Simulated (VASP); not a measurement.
Here is the system:

```
CELL_PARAMETERS angstrom
      0.00000     2.82466     2.82466
      2.82466     0.00000     2.82466
      2.82466     2.82466     0.00000
ATOMIC_POSITIONS crystal
  Mg 0.00000 0.00000 0.00000
  S  0.25000 0.25000 0.25000
```

Level of theory: PBEsol GGA, VASP's PBE PAW potentials (set 64) (plane waves; VASP). Numerical set-up: 500 eV cut-off, 8×8×8 Γ-centred mesh, Gaussian smearing of 0.050 eV, potentials Mg S.

Energy and stress use the plane-wave basis of the starting cell.

The ions, cell shape and volume at an external pressure of 5.0 GPa are relaxed. What does this cell relax into?

```
CELL_PARAMETERS angstrom
      0.00000     2.75594     2.75594
      2.75594     0.00000     2.75594
      2.75594     2.75594     0.00000
ATOMIC_POSITIONS crystal
  Mg 0.00000 0.00000 0.00000
  S  0.25000 0.25000 0.25000
```
Space group F-43m (216), at a tolerance of 0.03 Å.

How do energy and volume change from the first to the last step?

The energy (σ→0) changes by +23.5 meV/atom and the volume by -7.1 %, in 3 ionic steps.

The structure was generated: MgS was put into the zinc blende type (F-43m), which need not be its known phase. This run relaxes it under an external pressure of 5 GPa. Symmetry was kept, so distortions that lower it aren't found.
